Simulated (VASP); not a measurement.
```yaml
crystal:
  lattice:
    - [4.56466, 0.00000, 0.00000]
    - [-2.28233, 3.95311, 0.00000]
    - [0.00000, 0.00000, 2.82451]
  atoms:
    - { symbol: Ti, position: [0.00000, 0.00000, 0.00000] }
    - { symbol: Ti, position: [0.33333, 0.66667, 0.50000] }
    - { symbol: Ti, position: [0.66667, 0.33333, 0.50000] }
```

These are r2SCAN meta-GGA, VASP's PBE PAW potentials (set 64) (plane waves; VASP) values and carry that method's errors. Settings: 400 eV cut-off, 9×9×12 Γ-centred mesh, tetrahedra with Blöchl corrections, potentials Ti_sv.

The cores are frozen, which limits the accuracy of field gradients.

Q: Give the principal components of the electric field gradient (V/Å²) and the asymmetry η at each nucleus.

A: 
| atom | Vxx | Vyy | Vzz | η |
|---|---|---|---|---|
| Ti1 | 4.2 | 4.2 | -8.4 | 0.00 |
| Ti2 | 5.9 | 5.9 | -11.8 | 0.00 |
| Ti3 | 5.9 | 5.9 | -11.8 | 0.00 |

The structure comes from a computed database's Ti entry (P6/mmm); how it stands against other phases isn't given here. It was relaxed first.
